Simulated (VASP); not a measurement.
A convergence study with VASP on PbSe (rock salt): a few settings are varied, all else stays as given below, so the limit is that of these other settings.

```xyz
2
Lattice="0.0000 3.0600 3.0600 3.0600 0.0000 3.0600 3.0600 3.0600 0.0000" Properties=species:S:1:pos:R:3 pbc="T T T"
Pb     0.0000     0.0000     0.0000
Se     3.0600     3.0600     3.0600
```

All values below come from LDA (Ceperley-Alder, Perdew-Zunger), VASP's LDA PAW potentials (set 64) (plane waves; VASP). The last row used: 550 eV cut-off, 14×14×14 Γ-centred mesh, second-order Methfessel-Paxton smearing of 0.40 eV, potentials Pb_d Se.

```json
[
 {"setting": "ISMEAR = -1, SIGMA = 0.01, 4×4×4 mesh", "E (eV/atom)": "-4.7179", "pressure (GPa)": "-1.96", "irreducible k-points": "8"},
 {"setting": "ISMEAR = -1, SIGMA = 0.1, 4×4×4 mesh", "E (eV/atom)": "-4.7186", "pressure (GPa)": "-2.30", "irreducible k-points": "8"},
 {"setting": "ISMEAR = 0, SIGMA = 0.01, 4×4×4 mesh", "E (eV/atom)": "-4.7179", "pressure (GPa)": "-1.97", "irreducible k-points": "8"},
 {"setting": "ISMEAR = 0, SIGMA = 0.2, 4×4×4 mesh", "E (eV/atom)": "-4.7180", "pressure (GPa)": "-2.27", "irreducible k-points": "8"},
 {"setting": "ISMEAR = 1, SIGMA = 0.05, 4×4×4 mesh", "E (eV/atom)": "-4.7178", "pressure (GPa)": "-1.97", "irreducible k-points": "8"},
 {"setting": "ISMEAR = 1, SIGMA = 0.2, 4×4×4 mesh", "E (eV/atom)": "-4.7174", "pressure (GPa)": "-2.17", "irreducible k-points": "8"},
 {"setting": "ISMEAR = 2, SIGMA = 0.05, 4×4×4 mesh", "E (eV/atom)": "-4.7178", "pressure (GPa)": "-1.96", "irreducible k-points": "8"},
 {"setting": "ISMEAR = 2, SIGMA = 0.2, 4×4×4 mesh", "E (eV/atom)": "-4.7173", "pressure (GPa)": "-2.09", "irreducible k-points": "8"},
 {"setting": "ISMEAR = -1, SIGMA = 0.01, 8×8×8 mesh", "E (eV/atom)": "-4.7228", "pressure (GPa)": "-1.96", "irreducible k-points": "29"},
 {"setting": "ISMEAR = -1, SIGMA = 0.2, 8×8×8 mesh", "E (eV/atom)": "…", "pressure (GPa)": "-2.02", "irreducible k-points": "29"},
 {"setting": "ISMEAR = 0, SIGMA = 0.01, 8×8×8 mesh", "E (eV/atom)": "-4.7228", "pressure (GPa)": "-1.96", "irreducible k-points": "29"},
 {"setting": "ISMEAR = 0, SIGMA = 0.4, 8×8×8 mesh", "E (eV/atom)": "-4.7227", "pressure (GPa)": "-2.02", "irreducible k-points": "29"},
 {"setting": "ISMEAR = 1, SIGMA = 0.05, 8×8×8 mesh", "E (eV/atom)": "-4.7228", "pressure (GPa)": "-1.96", "irreducible k-points": "29"},
 {"setting": "ISMEAR = 1, SIGMA = 0.4, 8×8×8 mesh", "E (eV/atom)": "-4.7238", "pressure (GPa)": "-2.04", "irreducible k-points": "29"},
 {"setting": "ISMEAR = 2, SIGMA = 0.05, 8×8×8 mesh", "E (eV/atom)": "-4.7228", "pressure (GPa)": "-1.96", "irreducible k-points": "29"},
 {"setting": "ISMEAR = 2, SIGMA = 0.4, 8×8×8 mesh", "E (eV/atom)": "-4.7231", "pressure (GPa)": "-2.00", "irreducible k-points": "29"},
 {"setting": "ISMEAR = -1, SIGMA = 0.05, 14×14×14 mesh", "E (eV/atom)": "-4.7222", "pressure (GPa)": "-1.95", "irreducible k-points": "104"},
 {"setting": "ISMEAR = -1, SIGMA = 0.2, 14×14×14 mesh", "E (eV/atom)": "-4.7193", "pressure (GPa)": "-1.98", "irreducible k-points": "104"},
 {"setting": "ISMEAR = 0, SIGMA = 0.1, 14×14×14 mesh", "E (eV/atom)": "-4.7222", "pressure (GPa)": "-1.95", "irreducible k-points": "104"},
 {"setting": "ISMEAR = 0, SIGMA = 0.4, 14×14×14 mesh", "E (eV/atom)": "…", "pressure (GPa)": "-1.97", "irreducible k-points": "104"},
 {"setting": "ISMEAR = 1, SIGMA = 0.1, 14×14×14 mesh", "E (eV/atom)": "-4.7222", "pressure (GPa)": "-1.95", "irreducible k-points": "104"},
 {"setting": "ISMEAR = 1, SIGMA = 0.4, 14×14×14 mesh", "E (eV/atom)": "-4.7227", "pressure (GPa)": "-2.02", "irreducible k-points": "104"},
 {"setting": "ISMEAR = 2, SIGMA = 0.1, 14×14×14 mesh", "E (eV/atom)": "-4.7222", "pressure (GPa)": "-1.95", "irreducible k-points": "104"},
 {"setting": "ISMEAR = 2, SIGMA = 0.4, 14×14×14 mesh", "E (eV/atom)": "-4.7227", "pressure (GPa)": "-1.98", "irreducible k-points": "104"}
]
```

**Question.** Fill in the missing entries.

**Answer.** 
- ISMEAR = -1, SIGMA = 0.2, 8×8×8 mesh, E (eV/atom): -4.7208
- ISMEAR = 0, SIGMA = 0.4, 14×14×14 mesh, E (eV/atom): -4.7215

Left out are rungs that failed or repeat a setting and relaxations that didn't move; long series are thinned to 24 rows.

The compound is PbSe in the rock salt structure. The cell was not relaxed at this level.
